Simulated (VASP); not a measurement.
## The low-index faces of Mg

Aim: compare the low-index faces of Mg at one level of theory.

Program: VASP 6.6.1. Level of theory: PBEsol; plane waves and PAW (Mg). Results are calculated unless marked as measured.

### 1. Set-up

It takes space group P6_3/mmc (No. 194, hexagonal). The conventional cell has a = 3.210 Å, b = 3.210 Å, c = 5.213 Å, α = 90.00°, β = 90.00°, γ = 120.00°. Mg has 12 Mg at 3.20 to 3.21 Å nearest.

### 2. The bulk reference, job relaxation, k-mesh 14×14×8

The bulk crystal is relaxed first, so that the slabs are cut at this functional's lattice.

INCAR reads:

```
SYSTEM = Mg
PREC = Accurate
ENCUT = 420
EDIFF = 1E-06
NELM = 120
ISMEAR = 1
SIGMA = 0.15
LREAL = .FALSE.
ALGO = Normal
GGA = PS
NBANDS = 8
LORBIT = 11
LWAVE = .FALSE.
LCHARG = .FALSE.
KPAR = 4
IBRION = 2
NSW = 30
ISIF = 3
EDIFFG = -0.01
POTIM = 0.4
```

POSCAR reads:

```
Mg
1.0
    3.2100000000      0.0000000000      0.0000000000
   -1.6050000000      2.7799415461      0.0000000000
    0.0000000000      0.0000000000      5.2130400000
Mg
2
Direct
    0.0000000000      0.0000000000      0.0000000000
    0.3333333333      0.6666666667      0.5000000000
```

KPOINTS reads:

```
Automatic mesh
0
Gamma
14 14 8
0 0 0
```

PAW data sets: Mg (PBE family, release 64).

Started as:

```sh
$ mpirun -np 4 vasp_std
```

The program printed:

```text
[banner, memory and clock lines left out]
running    4 mpi-ranks, on    1 nodes
 distrk:  each k-point on    1 cores,    4 groups
 distr:  one band on    1 cores,    1 groups

 POSCAR found type information on POSCAR Mg
 POSCAR found :  1 types and       2 ions
|                                                                             |
|               ----> ADVICE to this user running VASP <----                  |
|                                                                             |
|     You enforced a specific xc type in the INCAR file but a different       |
|     [... a line on the potential file left out ...]
|     I HOPE YOU KNOW WHAT YOU ARE DOING!                                     |
|                                                                             |

 LDA part: xc-table for (Slater+PW92), standard interpolation
 POSCAR, INCAR and KPOINTS ok, starting setup
 FFT: planning ... GRIDC
 FFT: planning ... GRID_SOFT
 FFT: planning ... GRID
 WAVECAR not read
 entering main loop
       N       E                     dE             d eps       ncg     rms          rms(c)
DAV:   1    -0.121752937344E+01   -0.12175E+01   -0.12461E+03  1944   0.289E+02
DAV:   2    -0.345508053480E+01   -0.22376E+01   -0.21620E+01  2592   0.211E+01
DAV:   3    -0.346634733199E+01   -0.11267E-01   -0.11253E-01  2584   0.199E+00
DAV:   4    -0.346637887395E+01   -0.31542E-04   -0.31542E-04  2736   0.878E-02
DAV:   5    -0.346637893507E+01   -0.61122E-07   -0.61029E-07  2520   0.297E-03    0.968E-01
DAV:   6    -0.345592984093E+01    0.10449E-01   -0.65198E-04  2272   0.176E-01    0.617E-01
DAV:   7    -0.344628903974E+01    0.96408E-02   -0.27115E-03  2088   0.320E-01    0.321E-02
DAV:   8    -0.344629472536E+01   -0.56856E-05   -0.17370E-05  3040   0.275E-02    0.635E-03
DAV:   9    -0.344629429246E+01    0.43290E-06   -0.92311E-07  2104   0.445E-03
   1 F= -.34462943E+01 E0= -.34461802E+01  d E =-.344629E+01
 curvature:   0.00 expect dE= 0.000E+00 dE for cont linesearch  0.000E+00
 trial: gam= 0.00000 g(F)=  0.330E-50 g(S)=  0.721E-02 ort = 0.000E+00 (trialstep = 0.100E+01)
 search vector abs. value=  0.721E-02
 bond charge predicted
       N       E                     dE             d eps       ncg     rms          rms(c)
DAV:   1    -0.345146249328E+01   -0.51678E-02   -0.15218E-02  2472   0.594E-01    0.391E-02
DAV:   2    -0.345143562970E+01    0.26864E-04   -0.59319E-05  2104   0.521E-02    0.250E-02
DAV:   3    -0.345141372259E+01    0.21907E-04   -0.63376E-06  2528   0.119E-02    0.122E-03
DAV:   4    -0.345141348285E+01    0.23974E-06   -0.68298E-08  1288   0.165E-03
   2 F= -.34514135E+01 E0= -.34512965E+01  d E =-.511919E-02
 trial-energy change:   -0.005119  1 .order   -0.005087   -0.007207   -0.002967
 step:   1.6513(harm=  1.7000)  dis= 0.00000  next Energy=    -3.452389 (dE=-0.609E-02)
 bond charge predicted
       N       E                     dE             d eps       ncg     rms          rms(c)
DAV:   1    -0.345244038662E+01   -0.10267E-02   -0.64235E-03  2480   0.389E-01    0.254E-02
DAV:   2    -0.345242937655E+01    0.11010E-04   -0.24765E-05  2096   0.337E-02    0.163E-02
DAV:   3    -0.345242103704E+01    0.83395E-05   -0.26205E-06  2528   0.761E-03    0.799E-04
DAV:   4    -0.345242088628E+01    0.15076E-06   -0.28976E-08  1112   0.108E-03
   3 F= -.34524209E+01 E0= -.34523066E+01  d E =-.612659E-02
 curvature:  -0.85 expect dE=-0.844E-05 dE for cont linesearch -0.908E-06
 trial: gam=-0.01082 g(F)=  0.168E-50 g(S)=  0.998E-05 ort = 0.880E-04 (trialstep = 0.113E+01)
 search vector abs. value=  0.892E-05
 reached required accuracy - stopping structural energy minimisation
```

Wall time 20 s (4 MPI ranks of AMD EPYC 7R43, shared host); peak memory 0.57 GiB.

Lines that name or quote the potential files are left out of all logs, and their timing lines are given in words.

OUTCAR, selected parts (step 2):

```text
ion  position               nearest neighbor table
   1  0.000  0.000  0.000-   2 3.20   2 3.20   2 3.20   2 3.20   2 3.20   2 3.20
   2  0.333  0.667  0.500-   1 3.20   1 3.20   1 3.20   1 3.20   1 3.20   1 3.20

  LATTYP: Found a hexagonal cell.
 ALAT       =     3.2100000000
 C/A-ratio  =     1.6240000000

 Subroutine GETGRP returns: Found 24 space group operations
 (whereof 12 operations were pure point group operations)

The static configuration has the point symmetry D_3h.
 The point group associated with its full space group is D_6h.

 Found    120 irreducible k-points:

   k-points           NKPTS =    120   k-points in BZ     NKDIM =    120   number of bands    NBANDS=      8

   dimension x,y,z NGX =    24 NGY =   24 NGZ =   36
   dimension x,y,z NGXF=    48 NGYF=   48 NGZF=   72

   ENCUT  =  420.0 eV  30.87 Ry    5.56 a.u.   5.36  5.36  8.71*2*pi/ulx,y,z

   NELECT =       4.0000    total number of electrons

 k-points in reciprocal lattice and weights: Automatic mesh
   0.00000000  0.00000000  0.00000000       0.001
   0.07142857 -0.00000000  0.00000000       0.004
   0.14285714  0.00000000  0.00000000       0.004
   0.21428571 -0.00000000  0.00000000       0.004
   0.28571429 -0.00000000  0.00000000       0.004
   0.35714286 -0.00000000  0.00000000       0.004
   0.42857143 -0.00000000  0.00000000       0.004
   0.50000000 -0.00000000  0.00000000       0.002
   0.07142857  0.07142857  0.00000000       0.004
[...]
0.28571429  0.28571429  0.50000000       0.004
   0.35714286  0.28571429  0.50000000       0.004

 average (electrostatic) potential at core
       1 -38.7879       2 -38.7879

 E-fermi :   2.7230

 k-point     1 :       0.0000    0.0000    0.0000
  band No.  band energies     occupation
      1      -4.3183      2.00000
      2       0.9689      2.00000
      3       1.4438      2.00000
      4      13.7699      0.00000
      5      13.7699      0.00000
      6      13.9347      0.00000
      7      13.9347      0.00000
      8      14.6260      0.00000

 k-point     2 :       0.0714   -0.0000    0.0000
  band No.  band energies     occupation
      1      -4.2163      2.00000
      2       1.0619      2.00000
      3       1.5428      2.00000
      4      11.8580      0.00000
      5      12.7502      0.00000
      6      13.5488      0.00000
      7      15.0902      0.00000
      8      15.4337      0.00000

 k-point     3 :       0.1429    0.0000    0.0000
  band No.  band energies     occupation
      1      -3.9110      2.00000
      2       1.3408      2.00000
      3       1.8369      2.00000
      4       9.6491      0.00000
      5      11.8174      0.00000
      6      12.5044      0.00000
      7      14.4013      0.00000
      8      15.0803      0.00000

  Total       -0.0123012     -0.0123012      0.0146390      0.0000000      0.0000000      0.0000000
  in kB       -0.4382398     -0.4382398      0.5215285      0.0000000      0.0000000      0.0000000
  external PRESSURE =      -0.1183170 kB  Pullay stress =       0.0000000 kB

  energy-cutoff  :      420.00
  volume of cell :       44.97
      direct lattice vectors                 reciprocal lattice vectors
     3.172020711  0.000000000  0.000000000     0.315256454  0.182013398 -0.000000000
    -1.586010356  2.747050517 -0.000000000    -0.000000000  0.364026797  0.000000000
     0.000000000 -0.000000000  5.161102861    -0.000000000  0.000000000  0.193757037

 POSITION                                       TOTAL-FORCE (eV/Angst)
 -----------------------------------------------------------------------------------
      0.00000     -0.00000      0.00000        -0.000000      0.000000     -0.000000
     -0.00000      1.83137      2.58055         0.000000     -0.000000      0.000000
 -----------------------------------------------------------------------------------
    total drift:                               -0.000000      0.000000      0.000000

  FREE ENERGIE OF THE ION-ELECTRON SYSTEM (eV)
  ---------------------------------------------------
  free  energy   TOTEN  =        -3.4524208863 eV

  energy  without entropy=       -3.4520780434  energy(sigma->0) =       -3.45230661

 reached required accuracy - stopping structural energy minimisation

 total charge
# of ion       s       p       d       tot
------------------------------------------
    1        0.209   0.130   0.012   0.351
    2        0.209   0.130   0.012   0.351
--------------------------------------------------
tot          0.418   0.260   0.024   0.702

[... 3 further parts left out ...]
```

CONTCAR:

```
Mg
   1.00000000000000
     3.1720207111151666    0.0000000000000000    0.0000000000000000
    -1.5860103555575833    2.7470505171097717   -0.0000000000000000
     0.0000000000000000   -0.0000000000000000    5.1611028608265181
  Mg
     2
Direct
     0.0000000000000000    0.0000000000000000    0.0000000000000000
     0.3333333332999970    0.6666666667000030    0.5000000000000000
```

The PAW data sets were made with PBE, which is usual practice but a small mismatch for other functionals. The run keeps the 24 symmetry operations of its start, so it cannot find a distortion of lower symmetry.

Relaxation path:

| step | energy less that of the first step (eV) | largest force (eV/Å) | pressure (GPa) | volume (Å³) |
| --- | --- | --- | --- | --- |
| 1 | 0.0000 | 0.0000 | -1.21 | 46.52 |
| 2 | -0.0051 | 0.0000 | -0.51 | 45.58 |
| 3 | -0.0061 | 0.0000 | -0.01 | 44.97 |

| conventional cell, symmetrised | before | after | change |
| --- | --- | --- | --- |
| a (Å) | 3.210 | 3.172 | -1.2 % |
| b (Å) | 3.210 | 3.172 | -1.2 % |
| c (Å) | 5.213 | 5.161 | -1.0 % |
| volume (Å³/atom) | 23.26 | 22.49 | -3.3 % |

The relaxed structure:

```xyz
2
Lattice="3.1720 0.0000 0.0000 -1.5860 2.7471 0.0000 0.0000 0.0000 5.1611" Properties=species:S:1:pos:R:3 pbc="T T T"
Mg    0.0000    0.0000    0.0000
Mg    0.0000    1.8314    2.5806
```

Numbers from this step:

```yaml
electronic_cycles: 17
electrons: 4
free_energy_toten: -3.452 eV
energy_at_zero_smearing: -3.452 eV
fermi_energy: 2.723 eV
metallic: yes
```

The run ended after 3 ionic steps, 0.006 eV below its first step, once forces and stress met EDIFFG = -0.01.

Energy at zero smearing: -3.45231 eV.

### 3. The bulk reference, job self-consistent run, k-mesh 17×17×9

INCAR reads:

```
SYSTEM = Mg
PREC = Normal
ENCUT = 320
EDIFF = 1E-06
NELM = 120
ISMEAR = 1
SIGMA = 0.15
LREAL = .FALSE.
ALGO = Fast
GGA = PS
NBANDS = 8
LORBIT = 11
LWAVE = .FALSE.
LCHARG = .FALSE.
KPAR = 4
```

POSCAR reads:

```
Mg
1.0
    3.1720207111      0.0000000000      0.0000000000
   -1.5860103556      2.7470505171      0.0000000000
    0.0000000000      0.0000000000      5.1611028608
Mg
2
Direct
    0.0000000000      0.0000000000      0.0000000000
    0.3333333333      0.6666666667      0.5000000000
```

KPOINTS reads:

```
Automatic mesh
0
Gamma
17 17 9
0 0 0
```

Started as:

```sh
$ mpirun -np 4 vasp_std
```

The program printed:

```text
[banner, memory and clock lines left out]
running    4 mpi-ranks, on    1 nodes
 distrk:  each k-point on    1 cores,    4 groups
 distr:  one band on    1 cores,    1 groups

 POSCAR found type information on POSCAR Mg
 POSCAR found :  1 types and       2 ions
 [... a notice as in an earlier step ...]

 LDA part: xc-table for (Slater+PW92), standard interpolation
 POSCAR, INCAR and KPOINTS ok, starting setup
 FFT: planning ... GRIDC
 FFT: planning ... GRID_SOFT
 FFT: planning ... GRID
 WAVECAR not read
 entering main loop
       N       E                     dE             d eps       ncg     rms          rms(c)
DAV:   1    -0.184972002604E+01   -0.18497E+01   -0.10980E+03  2696   0.228E+02
DAV:   2    -0.346003820278E+01   -0.16103E+01   -0.15464E+01  3520   0.181E+01
DAV:   3    -0.346806198786E+01   -0.80238E-02   -0.80235E-02  3504   0.162E+00
DAV:   4    -0.346808657370E+01   -0.24586E-04   -0.24586E-04  4008   0.731E-02
DAV:   5    -0.346808663515E+01   -0.61451E-07   -0.61399E-07  3496   0.230E-03    0.958E-01
RMM:   6    -0.345768437415E+01    0.10402E-01   -0.44908E-04  2644   0.152E-01    0.610E-01
RMM:   7    -0.344821161070E+01    0.94728E-02   -0.20363E-03  2731   0.305E-01    0.308E-02
RMM:   8    -0.344822399740E+01   -0.12387E-04   -0.83571E-05  2839   0.689E-02    0.637E-03
RMM:   9    -0.344822423659E+01   -0.23919E-06   -0.57164E-06  2973   0.176E-02
   1 F= -.34482242E+01 E0= -.34485552E+01  d E =0.992977E-03
```

Run time: 4.8 s. Hardware: 4 MPI ranks; peak memory 0.4 GiB; 16 s of CPU time.

OUTCAR, selected parts (step 3):

```text
  LATTYP: Found a hexagonal cell.
 ALAT       =     3.1720207111
 C/A-ratio  =     1.6270709844

 Found    165 irreducible k-points:

   k-points           NKPTS =    165   k-points in BZ     NKDIM =    165   number of bands    NBANDS=      8

   dimension x,y,z NGX =    14 NGY =   14 NGZ =   24
   dimension x,y,z NGXF=    28 NGYF=   28 NGZF=   48

   ENCUT  =  320.0 eV  23.52 Ry    4.85 a.u.   4.63  4.63  7.53*2*pi/ulx,y,z

   NELECT =       4.0000    total number of electrons

 E-fermi :   2.7429

 k-point     1 :       0.0000    0.0000    0.0000
  band No.  band energies     occupation
      1      -4.3180      2.00000
      2       0.9698      2.00000
      3       1.4436      2.00000
      4      13.7707      0.00000
      5      13.7707      0.00000
      6      13.9352      0.00000
      7      13.9352      0.00000
      8      14.6268      0.00000

 k-point     2 :       0.0588    0.0000    0.0000
  band No.  band energies     occupation
      1      -4.2488      2.00000
      2       1.0328      2.00000
      3       1.5108      2.00000
      4      12.2488      0.00000
      5      12.9324      0.00000
      6      13.7106      0.00000
      7      14.8676      0.00000
      8      15.3227      0.00000

  Total       -0.0423425     -0.0423425      0.0942556      0.0000000      0.0000000      0.0000000
  in kB       -1.5084888     -1.5084888      3.3579375      0.0000000      0.0000000      0.0000000
  external PRESSURE =       0.1136533 kB  Pullay stress =       0.0000000 kB

  energy-cutoff  :      320.00
  volume of cell :       44.97
      direct lattice vectors                 reciprocal lattice vectors
     3.172020711  0.000000000  0.000000000     0.315256454  0.182013398  0.000000000
    -1.586010356  2.747050517  0.000000000     0.000000000  0.364026797  0.000000000
     0.000000000  0.000000000  5.161102861     0.000000000  0.000000000  0.193757037

 POSITION                                       TOTAL-FORCE (eV/Angst)
 -----------------------------------------------------------------------------------
      0.00000      0.00000      0.00000        -0.000000      0.000000      0.000000
     -0.00000      1.83137      2.58055         0.000000     -0.000000      0.000000
 -----------------------------------------------------------------------------------
    total drift:                               -0.000010      0.000006      0.000000

  FREE ENERGIE OF THE ION-ELECTRON SYSTEM (eV)
  ---------------------------------------------------
  free  energy   TOTEN  =        -3.4482242366 eV

  energy  without entropy=       -3.4492172137  energy(sigma->0) =       -3.44855523

 total charge
# of ion       s       p       d       tot
------------------------------------------
    1        0.210   0.130   0.012   0.351
    2        0.210   0.130   0.012   0.351
--------------------------------------------------
tot          0.419   0.260   0.024   0.703

[... 2 parts as in an earlier step ...]

[... 7 further parts left out ...]
```

Numbers from this step:

- electronic cycles: 9
- free energy (TOTEN): -3.448 eV
- energy at zero smearing: -3.449 eV
- Fermi energy: 2.743 eV

Energy at zero smearing: -3.44856 eV.

The run ends at a pressure of 0.01 GPa.

[end of part 1 of 3]

[Lines on the potential files, build, host, timing and source positions are cut from VASP's logs without a mark.]

[Logs are printed without paths, hosts, clocks, repeated set-up lines and the standing remarks that a program may print on its own settings, such as how far it seeks lower states.]

[Hosts, paths, dates, database ids (printed as entryN), source tags and the programs' standing remarks are cut or masked in the printed files.]

[Runs that stopped without an error message from VASP are left out.]
